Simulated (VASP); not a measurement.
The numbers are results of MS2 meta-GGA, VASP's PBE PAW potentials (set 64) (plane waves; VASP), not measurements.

The input files of a VASP run:

POSCAR:
```
ZnSe
2.8524670
  0.0000000000   1.0000001158   1.0000001158
  1.0000001158   0.0000000000   1.0000001158
  1.0000001158   1.0000001158   0.0000000000
Zn Se
1 1
Cartesian
  0.0000000000   1.0000001158   1.0000001158
  0.5000000579   0.5000000579   0.5000000579
```

INCAR:
```
! general
SYSTEM   =  ZnSe
PREC     =  Accurate
ENCUT    =  520
LREAL    =  F
LASPH    =  T   ! aspherical one-centre terms

! electronic loop
EDIFF    =  1E-7
NELM     =  100   ! most electronic steps
ALGO     =  Normal   ! blocked Davidson
LMAXMIX  =  4   ! l cut-off of mixed one-centre charges
LMIXTAU  =  T

! smearing
ISMEAR   =  0
SIGMA    =  0.05

! functional
METAGGA  =  MS2

! ions
ISIF     =  2   ! forces and stress, cell fixed

! output
LWAVE    =  F
LCHARG   =  F
```

File KPOINTS:
```
Automatic mesh
0
Gamma
8 8 8
0 0 0
```

POTCAR, in this order: Zn Se (PBE.64 set). Program: vasp_std.

Problem. Estimate the energy per atom (σ→0), pressure, band gap (on the k-mesh).

Solution. 
The energy per atom (σ→0) is -4.223 eV/atom and the band gap (on the k-mesh) comes out as 1.58 eV. The pressure comes out as -1.77 GPa.

**OSZICAR**
```
...
DAV:  23    -0.844662038054E+01    0.43372E-06   -0.21835E-08   417   0.192E-03    0.520E-04
DAV:  24    -0.844662021755E+01    0.16300E-06   -0.65973E-09   407   0.102E-03    0.278E-04
DAV:  25    -0.844662009964E+01    0.11790E-06   -0.35065E-09   407   0.549E-04    0.145E-04
DAV:  26    -0.844661994430E+01    0.15535E-06   -0.46132E-10   407   0.375E-04    0.854E-05
DAV:  27    -0.844661977777E+01    0.16653E-06   -0.21149E-10   407   0.183E-04    0.540E-05
DAV:  28    -0.844661958781E+01    0.18997E-06   -0.25872E-10   407   0.185E-04    0.130E-05
DAV:  29    -0.844661957668E+01    0.11123E-07   -0.40806E-11   407   0.724E-05
   1 F= -.84466196E+01 E0= -.84466196E+01  d E =-.542291E-17
```

The compound is ZnSe in the zinc blende structure. This cell is one point of a volume scan, at 1.03 of the reference volume.
